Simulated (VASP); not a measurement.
Crystal: Be.

```
Be
1.0
     2.26189    0.00000    0.00000
    -1.13095    1.95885    0.00000
     0.00000    0.00000    3.57094
Be
2
Direct
  0.33333 0.66667 0.25000
  0.66667 0.33333 0.75000
```

Base run:

```yaml
Program: VASP 6.6.1
Functional: PBEsol
Potentials_or_basis: VASP PAW PBE potentials, release 64 (Be)
Cutoff: 600 eV
k_mesh: 22 × 22 × 12
Occupations: methfessel-paxton, width 0.1 eV
Spin: no spin polarisation
```

Its results: band gap on the k mesh none (metal or under the smearing width); pressure -0.8 GPa.

**Question.** After a change of settings the same cell gave: band gap on the k mesh none (metal or under the smearing width); pressure 0.0 GPa. Which change was it?
A. cutoff from 600 eV to 300 eV
B. functional from PBEsol to PBE0; cutoff from 600 eV to 450 eV; k mesh from 22 × 22 × 12 to 12 × 12 × 7
C. functional from PBEsol to PBE; cutoff from 600 eV to 450 eV
D. functional from PBEsol to LDA; potentials or basis from VASP PAW PBE potentials, release 64 (Be) to VASP PAW LDA potentials, release 64 (Be); cutoff from 600 eV to 450 eV

**Answer.** C.

PBE binds less tightly than PBEsol, so the same cell stands under more pressure.

Caveats: the PAW data sets were made with another functional, which shifts forces and pressure a little (some runs).
